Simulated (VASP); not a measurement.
```xyz
3
Lattice="0.0000 2.7300 2.7300 2.7300 0.0000 2.7300 2.7300 2.7300 0.0000" Properties=species:S:1:pos:R:3 pbc="T T T"
Ca     0.0000     0.0000     0.0000
F      1.3650     1.3650     1.3650
F      4.0950     4.0950     4.0950
```

The numbers are results of PBE GGA, VASP's PBE PAW potentials (set 64) (plane waves; VASP 6.6.1), not measurements. Run with 400 eV cut-off, 8×8×8 Γ-centred mesh, Fermi-Dirac smearing of 0.050 eV, potentials Ca_sv F.

Question: Give the energies of bands 7 to 15 at the high-symmetry points, in eV from the valence-band maximum.

Answer: 
```
band      Γ      X      U      L      W
----  -----  -----  -----  -----  -----
7     -2.10  -2.70  -2.43  -1.51  -2.25
8     -2.10  -1.64  -1.72  -1.51  -2.12
9     -2.10  -1.64  -1.50  -1.28  -1.04
10    -0.25  -0.36  -0.64  -1.23  -1.04
11    -0.25  -0.36  -0.44  -0.83  -0.28
12    -0.25   0.00  -0.10  -0.83  -0.09
13     7.32   8.15   8.41   9.42   8.48
14     9.20   9.55   9.75   9.42   9.78
15     9.20  10.12   9.85   9.78   9.97
```

The gap is indirect, 7.32 eV, from the valence maximum at X to the conduction minimum at Γ.

The structure is a typed CaF2 crystal (Fm-3m). The cell was not relaxed at this level.
